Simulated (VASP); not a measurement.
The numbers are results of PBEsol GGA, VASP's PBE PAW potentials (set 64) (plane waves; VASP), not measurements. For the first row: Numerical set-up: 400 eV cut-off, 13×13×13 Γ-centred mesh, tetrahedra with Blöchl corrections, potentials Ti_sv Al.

| system | energy (eV/atom) |
|---|---|
| TiAl3 (sg139) | -5.5560 |
| Ti (hcp) | -8.3325 |
| Al (fcc) | -4.0930 |

The references are the elements' solids at the same level; no temperature or zero-point terms are added.

Q: What is the formation energy per atom of TiAl3?

A: The references average (1×(-8.3325) + 3×(-4.0930))/4 = -5.1529 eV, so the formation energy is -5.5560 − (-5.1529) = -0.403 eV/atom.
